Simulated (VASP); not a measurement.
Level of theory: PBE GGA, VASP's PBE PAW potentials (set 64) (plane waves; VASP).

Input for VASP

POSCAR:
```
BAs
1
    0.0000000000     2.3900000000     2.3900000000
    2.3900000000     0.0000000000     2.3900000000
    2.3900000000     2.3900000000     0.0000000000
B As
1 1
Direct
  0.0000000000   0.0000000000   0.0000000000
  0.2500000000   0.2500000000   0.2500000000
```

INCAR:
```
# general
SYSTEM   =  BAs
PREC     =  Accurate
ENCUT    =  520
LREAL    =  .FALSE.
LASPH    =  .TRUE.

# electronic loop
EDIFF    =  1E-6
NELM     =  100
ALGO     =  Normal
LMAXMIX  =  4

# smearing
ISMEAR   =  0
SIGMA    =  0.05

# functional
GGA      =  PE

# ions
ISIF     =  2

# output
LWAVE    =  .FALSE.
LCHARG   =  .FALSE.
```

KPOINTS:
```
Automatic mesh
0
Gamma
9 9 9
0 0 0
```

POTCAR, in this order: B As (PBE.64 set). Program: vasp_std.

What VASP printed:

OSZICAR:
```
       N       E                     dE             d eps       ncg     rms          rms(c)
DAV:   1     0.145185339757E+02    0.14519E+02   -0.39844E+03   560   0.895E+02
DAV:   2    -0.116056328589E+02   -0.26124E+02   -0.25488E+02   848   0.108E+02
DAV:   3    -0.120421411696E+02   -0.43651E+00   -0.43651E+00   680   0.186E+01
DAV:   4    -0.120427336475E+02   -0.59248E-03   -0.59248E-03   792   0.769E-01
DAV:   5    -0.120427338733E+02   -0.22588E-06   -0.22588E-06   664   0.116E-02    0.492E+00
DAV:   6    -0.114718216911E+02    0.57091E+00   -0.18354E+00   576   0.701E+00    0.244E+00
DAV:   7    -0.114132573996E+02    0.58564E-01   -0.20634E-01   784   0.274E+00    0.954E-01
DAV:   8    -0.114063513297E+02    0.69061E-02   -0.21651E-02   616   0.103E+00    0.117E-01
DAV:   9    -0.114066759986E+02   -0.32467E-03   -0.60283E-04   696   0.199E-01    0.668E-02
DAV:  10    -0.114068594032E+02   -0.18340E-03   -0.29311E-04   672   0.126E-01    0.163E-02
DAV:  11    -0.114068652207E+02   -0.58176E-05   -0.11618E-05   824   0.269E-02    0.139E-02
DAV:  12    -0.114068648116E+02    0.40912E-06   -0.24471E-06   576   0.110E-02
   1 F= -.11406865E+02 E0= -.11406865E+02  d E =-.228450E-13
```

### OUTCAR
```
------------------------ aborting loop because EDIFF is reached ----------------------------------------
  FORCE on cell =-STRESS in cart. coord.  units (eV):
  Direction    XX          YY          ZZ          XY          YZ          ZX
  --------------------------------------------------------------------------------------
  Total        0.5370752      0.5370752      0.5370752      0.0000000      0.0000000      0.0000000
  in kB       31.5153382     31.5153382     31.5153382      0.0000000      0.0000000      0.0000000
  external PRESSURE =      31.5153382 kB  Pullay stress =       0.0000000 kB
  volume of cell :       27.30
      direct lattice vectors                 reciprocal lattice vectors
     0.000000000  2.390000000  2.390000000    -0.209205021  0.209205021  0.209205021
     2.390000000  0.000000000  2.390000000     0.209205021 -0.209205021  0.209205021
     2.390000000  2.390000000  0.000000000     0.209205021  0.209205021 -0.209205021
  FREE ENERGIE OF THE ION-ELECTRON SYSTEM (eV)
  ---------------------------------------------------
  free  energy   TOTEN  =       -11.4068648116 eV

  energy  without entropy=      -11.4068648116  energy(sigma->0) =      -11.40686481
```
(Selected blocks of OUTCAR.)

The compound is BAs in the zinc blende structure. The cell was not relaxed at this level.
